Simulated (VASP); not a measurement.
**AlN: relaxation of cell and atoms with PBE**

The system is AlN.

```xyz
4
Lattice="3.1275 0.0000 0.0000 -1.5637 2.7085 0.0000 0.0000 0.0000 5.0138" Properties=species:S:1:pos:R:3 pbc="T T T"
Al    0.0000    1.8057    5.0100
Al    1.5637    0.9028    2.5031
N     0.0000    1.8057    1.9091
N     1.5637    0.9028    4.4160
```

```yaml
Program: VASP 6.6.1
Task: relaxation of cell and atoms
Functional: PBE
Potentials_or_basis: VASP PAW PBE potentials, release 64 (Al, N_h)
Cutoff: 900 eV
k_mesh: 12 × 12 × 6
Occupations: gaussian, width 0.02 eV
Spin: no spin polarisation
Further_INCAR_settings: ALGO = Normal; EDIFF = 1e-07; IBRION = 2; EDIFFG = -0.002; NSW = 80; ISIF = 3
```

| Quantity | Value |
| --- | --- |
| Relaxed volume | 10.62 Å³/atom |
| Relaxed cell | a = 3.128 Å, b = 3.128 Å, c = 5.014 Å, α = 90.00°, β = 90.00°, γ = 120.00° |
| Space group after relaxing (to 0.05 Å) | P6_3mc (No. 186) |
| Energy gained by relaxing | 0.0 meV/atom |
| Ionic steps | 3 |
| Pressure after relaxing | 0.0 GPa |
| Band gap on the k mesh | 4.07 eV, direct |

Final structure:
```
Al N
1.0
     3.12772    0.00000    0.00000
    -1.56386    2.70868    0.00000
     0.00000    0.00000    5.01426
Al N
2 2
Cartesian
  0.0000 1.8058 5.0104
  1.5639 0.9029 2.5033
  0.0000 1.8058 1.9093
  1.5639 0.9029 4.4164
```

Levels at points of the mesh, in eV from the valence-band top:
| k point | band 5 | band 6 | band 7 | band 8 | band 9 | band 10 | band 11 | band 12 |
| --- | --- | --- | --- | --- | --- | --- | --- | --- |
| (0.00, 0.00, 0.00) | -0.85 | -0.20 | -0.20 | 0.00 | 4.07 | 6.53 | 10.48 | 11.04 |
| (0.50, 0.00, 0.00) | -3.30 | -2.06 | -1.75 | -0.68 | 5.77 | 5.77 | 8.04 | 10.16 |
| (0.00, 0.00, 0.50) | -0.53 | -0.53 | -0.53 | -0.53 | 6.33 | 6.33 | 10.19 | 10.19 |
| (0.50, 0.00, 0.50) | -1.44 | -1.44 | -1.35 | -1.35 | 5.25 | 5.25 | 9.16 | 9.16 |

Wall time 73 s on 1 thread of AMD EPYC 9R45 96-Core Processor (Zen 5), on a shared host, peak memory 0.24 GiB.

Caveat: the cutoff is under 1.25 times the usual one of these potentials, so pressure, stress and relaxed cells hold a basis-set (Pulay) error. A hybrid or GW would open this gap; PBE tends to underestimate it.
